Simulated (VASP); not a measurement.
Level of theory: PBE GGA, VASP's PBE PAW potentials (set 64) (plane waves; VASP 6.6.1).

VASP ran on this input.

KPOINTS:
```
K-points
0
Gamma
 10 11 10
```

POSCAR:
```
AuZn
6.3092980
  0.4999790785   0.0000000000   0.0000000000
  0.0000000000   0.4913245499   0.0000000000
  0.0000000000   0.0000000000   0.5000000000
Zn Au
1 1
Cart
  0.2499895392   0.2456622749   0.2500000000
  0.0100230806   0.0000000000   0.0000000000
```

INCAR:
```
ISIF = 2
LMAXMIX = 6   ! l cut-off of mixed one-centre charges
LWAVE = .FALSE.
LCHARG = .FALSE.
NELM = 100
ENCUT = 400   ! plane-wave cut-off (eV)
PREC = Accurate
EDIFF = 1E-3   ! SCF stop (eV)
SIGMA = 0.1   ! width (eV)
GGA = PE
ALGO = Normal   ! blocked Davidson
ISMEAR = 1
SYSTEM = AuZn
LASPH = .TRUE.   ! aspherical one-centre terms
LREAL = .FALSE.
```

POTCAR, in this order: Zn Au (PBE.64 set). Program: vasp_std.

The resulting files:

OSZICAR:
```
       N       E                     dE             d eps       ncg     rms          rms(c)
DAV:   1     0.109817526055E+03    0.10982E+03   -0.10143E+04  6663   0.167E+03
DAV:   2    -0.187076556880E+01   -0.11169E+03   -0.10816E+03  6781   0.304E+02
DAV:   3    -0.515465418152E+01   -0.32839E+01   -0.32721E+01  7943   0.626E+01
DAV:   4    -0.517339169241E+01   -0.18738E-01   -0.18737E-01  7411   0.412E+00
DAV:   5    -0.517361689501E+01   -0.22520E-03   -0.22520E-03  7810   0.465E-01    0.885E+00
DAV:   6    -0.474703615245E+01    0.42658E+00   -0.14455E+00  6634   0.144E+01    0.558E+00
DAV:   7    -0.471998735455E+01    0.27049E-01   -0.37315E-02  8769   0.430E+00    0.292E+00
DAV:   8    -0.471171752510E+01    0.82698E-02   -0.94080E-03  7635   0.114E+00    0.138E-01
DAV:   9    -0.471172959031E+01   -0.12065E-04   -0.28768E-04  3429   0.253E-01
   1 F= -.47117296E+01 E0= -.47116966E+01  d E =-.989247E-04
```

### OUTCAR
```
------------------------ aborting loop because EDIFF is reached ----------------------------------------
  FORCE on cell =-STRESS in cart. coord.  units (eV):
  Direction    XX          YY          ZZ          XY          YZ          ZX
  --------------------------------------------------------------------------------------
  Total        1.1998294      1.0893775      1.2462462      0.0000000      0.0000000      0.0000000
  in kB       62.3155851     56.5790369     64.7263357      0.0000000      0.0000000      0.0000000
  external PRESSURE =      61.2069859 kB  Pullay stress =       0.0000000 kB
  volume of cell :       30.85
      direct lattice vectors                 reciprocal lattice vectors
     3.154517000  0.000000000  0.000000000     0.317005741  0.000000000  0.000000000
     0.000000000  3.099913000  0.000000000     0.000000000  0.322589698  0.000000000
     0.000000000  0.000000000  3.154649000     0.000000000  0.000000000  0.316992477
 POSITION                                       TOTAL-FORCE (eV/Angst)
 -----------------------------------------------------------------------------------
      1.57726      1.54996      1.57732         0.263198      0.000000      0.000000
      0.06324      0.00000      0.00000        -0.263198      0.000000      0.000000
 -----------------------------------------------------------------------------------
    total drift:                                0.000315      0.000000      0.000000
  FREE ENERGIE OF THE ION-ELECTRON SYSTEM (eV)
  ---------------------------------------------------
  free  energy   TOTEN  =        -4.7117295903 eV

  energy  without entropy=       -4.7116306656  energy(sigma->0) =       -4.71169662
```
(Selected blocks of OUTCAR.)

### OUTCAR
```
 val. band max:        7.1625351780   @ k =   0.4000   0.4545   0.2000

 cond. band min:       7.3423546825   @ k =   0.3000   0.4545   0.3000


 Fermi energy:         7.1973662402

 k-point     1 :       0.0000    0.0000    0.0000
  band No.  band energies     occupation
      1      -3.4924      2.00000
      2      -0.9571      2.00000
      3      -0.9505      2.00000
      4      -0.2550      2.00000
      5      -0.2288      2.00000
      6      -0.2238      2.00000
      7       1.7125      2.00000
      8       1.7832      2.00000
      9       3.4344      2.00000
     10       3.4680      2.00000
     11       3.4715      2.00000
     12      12.0631      0.00000
     13      12.0857      0.00000
     14      12.5955      0.00000
     15      16.1738      0.00000

 k-point     2 :       0.1000    0.0000    0.0000
  band No.  band energies     occupation
      1      -3.3160      2.00000
      2      -0.9176      2.00000
      3      -0.8982      2.00000
      4      -0.2555      2.00000
      5      -0.2254      2.00000
      6      -0.2143      2.00000
      7       1.6946      2.00000
      8       1.8154      2.00000
      9       3.2990      2.00000
     10       3.3424      2.00000
     11       3.4570      2.00000
     12      10.8206      0.00000
     13      12.3987      0.00000
     14      12.9219      0.00000
     15      16.9552      0.00000

 k-point     3 :       0.2000    0.0000    0.0000
  band No.  band energies     occupation
      1      -2.8024      2.00000
      2      -0.8090      2.00000
      3      -0.7622      2.00000
      4      -0.2561      2.00000
      5      -0.2279      2.00000
      6      -0.1759      2.00000
      7       1.6166      2.00000
      8       1.9218      2.00000
      9       2.9702      2.00000
     10       3.0353      2.00000
     11       3.4183      2.00000
     12       8.6788     -0.00000
     13      13.3274      0.00000
     14      13.8312      0.00000
     15      17.5739      0.00000
...
```

Unless said otherwise, spin-orbit coupling is left out, though it shifts the bands of the heavy elements here.

The compound is AuZn in the CsCl type structure. The cell was not relaxed at this level, atoms are displaced from their ideal sites. The run is one of a series of settings (EDIFF = 1E-3 against the base run), some of them coarse on purpose. The electron count is odd and the run is not spin-polarised, which forces a metal.
